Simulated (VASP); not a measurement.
Method: PBEsol GGA, VASP's PBE PAW potentials (set 64) (plane waves; VASP 6.6.1).

VASP ran on this input.

KPOINTS:
```
kpoints
0
G
  6 6 6
0 0 0
```

**POSCAR**
```
PbF2
1
    0.0000000000     2.9621897704     2.9474525079
    2.9474525079     0.0000000000     2.9474525079
    2.9474525079     2.9621897704     0.0000000000
Pb F
1 2
Direct
  0.0000000000   0.0000000000   1.0000000000
  0.2500000000   0.2500000000   0.2500000000
  0.7500000000   0.7500000000   0.7500000000
```

**INCAR**
```
SYSTEM  =  PbF2
PREC  =  Accurate; ENCUT  =  600; LREAL  =  F
LASPH  =  T
EDIFF  =  1E-7; NELM  =  100; ALGO  =  Normal
LMAXMIX  =  4
ISMEAR  =  0; SIGMA  =  0.05
GGA  =  PS
ISIF  =  2
LWAVE  =  F; LCHARG  =  F
```

POTCAR, in this order: Pb_d F (PBE.64 set). Program: vasp_std.

Output

**OSZICAR**
```
       N       E                     dE             d eps       ncg     rms          rms(c)
DAV:   1     0.318614193325E+03    0.31861E+03   -0.16425E+04  1080   0.197E+03
DAV:   2     0.905707539274E+01   -0.30956E+03   -0.29868E+03  1272   0.474E+02
DAV:   3    -0.157605202543E+02   -0.24818E+02   -0.24593E+02  1234   0.151E+02
DAV:   4    -0.165245497651E+02   -0.76403E+00   -0.76310E+00  1186   0.273E+01
DAV:   5    -0.165515398307E+02   -0.26990E-01   -0.26989E-01  1212   0.509E+00    0.713E+00
DAV:   6    -0.149668411011E+02    0.15847E+01   -0.84839E+00  1388   0.251E+01    0.264E+00
DAV:   7    -0.149493587207E+02    0.17482E-01   -0.38323E-01  1094   0.440E+00    0.149E+00
DAV:   8    -0.149405698502E+02    0.87889E-02   -0.91387E-02  1084   0.371E+00    0.463E-01
DAV:   9    -0.149384822470E+02    0.20876E-02   -0.18040E-02  1228   0.104E+00    0.962E-02
DAV:  10    -0.149397799152E+02   -0.12977E-02   -0.18180E-03  1080   0.451E-01    0.278E-02
DAV:  11    -0.149397831614E+02   -0.32462E-05   -0.10557E-04  1194   0.120E-01    0.133E-02
DAV:  12    -0.149398022362E+02   -0.19075E-04   -0.68148E-05  1188   0.864E-02    0.120E-02
DAV:  13    -0.149398002950E+02    0.19412E-05   -0.24462E-05  1246   0.556E-02    0.285E-03
DAV:  14    -0.149398003143E+02   -0.19322E-07   -0.14293E-06  1112   0.890E-03    0.664E-04
DAV:  15    -0.149398003380E+02   -0.23738E-07   -0.38486E-08   764   0.180E-03
   1 F= -.14939800E+02 E0= -.14939800E+02  d E =-.838112E-20
```

OUTCAR:
```
------------------------ aborting loop because EDIFF is reached ----------------------------------------
  FORCE on cell =-STRESS in cart. coord.  units (eV):
  Direction    XX          YY          ZZ          XY          YZ          ZX
  --------------------------------------------------------------------------------------
  Total       -0.1181876     -0.2053721     -0.1181876      0.0000000     -0.0000000      0.0000000
  in kB       -3.6791387     -6.3931581     -3.6791387      0.0000000     -0.0000000      0.0000000
  external PRESSURE =      -4.5838119 kB  Pullay stress =       0.0000000 kB
  volume of cell :       51.47
      direct lattice vectors                 reciprocal lattice vectors
     0.000000000  2.962189770  2.947452508    -0.169638017  0.168794047  0.169638017
     2.947452508  0.000000000  2.947452508     0.169638017 -0.168794047  0.169638017
     2.947452508  2.962189770  0.000000000     0.169638017  0.168794047 -0.169638017
 POSITION                                       TOTAL-FORCE (eV/Angst)
 -----------------------------------------------------------------------------------
      0.00000      0.00000      0.00000        -0.000000     -0.000000      0.000000
      1.47373      1.48109      1.47373         0.000000      0.000000      0.000000
      4.42118      4.44328      4.42118        -0.000000     -0.000000     -0.000000
 -----------------------------------------------------------------------------------
    total drift:                                0.000000      0.000000      0.000000
  FREE ENERGIE OF THE ION-ELECTRON SYSTEM (eV)
  ---------------------------------------------------
  free  energy   TOTEN  =       -14.9398003380 eV

  energy  without entropy=      -14.9398003380  energy(sigma->0) =      -14.93980034
```
(Selected blocks of OUTCAR.)

The compound is PbF2 in the fluorite structure, the β form. This cell was strained or had an atom moved on purpose.
